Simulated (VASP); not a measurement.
The input files of a VASP run:

INCAR:
```
SYSTEM=LiF
PREC=Accurate; ENCUT=520; LREAL=F
LASPH=T
EDIFF=1E-7; NELM=100; ALGO=Normal
ISMEAR=-5
GGA=PE
ISIF=2
LWAVE=F; LCHARG=T; LORBIT=11
NEDOS=601
```

KPOINTS:
```
K-points
0
G
 12 12 12
0 0 0
```

### POSCAR
```
LiF
2.0277430
  0.0000000000   1.0000000563   1.0000000563
  1.0000000563   0.0000000000   1.0000000563
  1.0000000563   1.0000000563   0.0000000000
Li F
1 1
Cartesian
  0.0000000000   0.0000000000   0.0000000000
  1.0000000563   1.0000000563   1.0000000563
```

POTCAR, in this order: Li_sv F (PBE.64 set). Program: vasp_std.

Problem. Write an equivalent input for Ansatz.

Solution. One equivalent input (not run):
Ansatz 0.2 input:
```yaml
crystal:
  lattice:
    - [0.0000000, 2.0277431, 2.0277431]
    - [2.0277431, 0.0000000, 2.0277431]
    - [2.0277431, 2.0277431, 0.0000000]
  atoms:
    - { symbol: Li, position: [0.0000000, 0.0000000, 0.0000000] }
    - { symbol: F, position: [0.5000000, 0.5000000, 0.5000000] }
kpoints:
  mp_grid: { grid: [12, 12, 12] }
hamiltonian:
  xc: pbe
  pseudopotentials: { kind: paw }
scf:
  occupations: { method: tetrahedron }
  max_iter: 100
output: { forces: true, stress: true, eigenvalues: true }
```
The two are equivalent in intent, not identical: each code has its own PAW files, so the cut-off isn't converted (ENCUT is set for VASP's; basis.ecutwfc is left out, and Ansatz then takes the one that its files recommend); Ansatz stops its SCF on the density residual and VASP on the energy change (EDIFF).

The compound is LiF in the rock salt structure. It was relaxed first.
